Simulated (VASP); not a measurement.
VASP runs on AlCr$_{2}$C (space group P6_3/mmc) share one base input (PBE GGA, plane waves, VASP's PBE PAW potentials (set 64)) and change the settings named in each case.

File POSCAR:
```
AlCr2C
1.0
  2.8256650000   0.0000000000   0.0000000000
 -1.4128330000   2.4470970000   0.0000000000
  0.0000000000   0.0000000000  12.6038900000
Al Cr C
2 4 2
Direct
  0.6666670000   0.3333330000   0.2500000000
  0.3333330000   0.6666670000   0.7500000000
  0.3333330000   0.6666670000   0.4149400000
  0.6666670000   0.3333330000   0.5850600000
  0.6666670000   0.3333330000   0.9149400000
  0.3333330000   0.6666670000   0.0850600000
  0.0000000000   0.0000000000   0.5000000000
  0.0000000000   0.0000000000   0.0000000000
```

**INCAR**
```
SYSTEM = AlCr2C
PREC = Accurate; ENCUT = 400; LREAL = F
LASPH = T
EDIFF = 1E-6; NELM = 100; ALGO = Normal
LMAXMIX = 4
ISMEAR = 1; SIGMA = 0.1
GGA = PE
ISIF = 2
LWAVE = F; LCHARG = F
```

**KPOINTS**
```
Automatic
0
Gamma
  9 9 2
```

POTCAR, in this order: Al Cr_pv C (PBE.64 set). Program: vasp_std.

| change | E(σ→0) (eV/atom) | pressure (GPa) | largest force (eV/Å) | −TS (eV) |
|---|---|---|---|---|
| base run | -8.1853 | 2.20 | 0.026 | -0.0052 |
| EDIFF = 1E-09, ENCUT = 560, KPOINTS 13×13×3 Γ-centred mesh | -8.1839 | 3.52 | 0.033 | -0.0004 |
| ENCUT = 280, ISMEAR = -1, SIGMA = 0.136, KPOINTS 4×4×4 Γ-centred mesh | -8.1793 | -3.70 | 0.421 | -0.4274 |
| GGA removed, KPOINTS 4×4×4 Γ-centred mesh, POTCAR Al Cr_pv C (LDA.64 set) | -9.1161 | -9.53 | 0.967 | -0.0232 |
| EDIFF = 1E-04, ENCUT = 200, GGA removed, KPOINTS 4×4×4 Γ-centred mesh, POTCAR Al Cr_pv C (LDA.64 set) | -8.6973 | -135.15 | 0.699 | -0.0200 |
| ENCUT = 320, KPOINTS 2×2×2 Γ-centred mesh | -8.0235 | 8.85 | 0.612 | -0.0272 |
 Energies of different potentials or functionals have different zeros.  At 400 eV the pressure can carry a Pulay error.

Left out are runs that ran out of time, are held back, or changed the cell or the kind of run, fixed moments of cells without a moment, rows past the twelfth, gaps on odd meshes, pressures of charged cells and columns that move by less than the noise.

The structure comes from a computed database's AlCr2C entry; how it stands against other phases isn't given here. The cell was not relaxed at this level, its lattice was scaled by up to 2.5 %. The run is not spin-polarised, so no magnetic state was tried.
